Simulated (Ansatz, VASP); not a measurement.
LiSi2C3: VASP beside Ansatz

```
Li Si C
1.0
     3.00814    0.00000    0.00000
    -1.50407    2.60513    0.00000
     0.00000    0.00000    7.29821
Li Si C
1 2 3
Direct
  0.00000 0.00000 0.00000
  0.66667 0.33333 0.69187
  0.33333 0.66667 0.30813
  0.33333 0.66667 0.79133
  0.66667 0.33333 0.20867
  0.00000 0.00000 0.50000
```

Alike in both runs: functional PBE; k mesh 6 × 6 × 2; occupations gaussian, width 0.1 eV; no spin polarisation.

Ansatz relaxed the structure, and its values are those at the end. VASP's run is a single point on that final structure, the one shown.

|  | VASP | Ansatz |
| --- | --- | --- |
| version | VASP 6.6.1 | Ansatz 0.2.0 |
| potentials or method | VASP PAW PBE potentials, release 64 (Li_sv, Si, C) | scalar-relativistic, plane waves, PAW |
| plane-wave cutoff (eV) | 520 | 420 |
| valence electrons in the cell | 23 | 23 |

|  | VASP | Ansatz | Ansatz less VASP |
| --- | --- | --- | --- |
| gap on the k mesh at the Fermi level (eV) | none | none | - |
| rms of the force components (eV/Å) | 0.004 | 0.000 | -0.0042 |

A gap of «none» marks a metal or a gap that the smearing closes. With one functional, cell and mesh, what is left measures potentials, basis and numerics.

Caveats: the k mesh is coarse (spacing up to 0.43 Å⁻¹), so the values aren't converged.
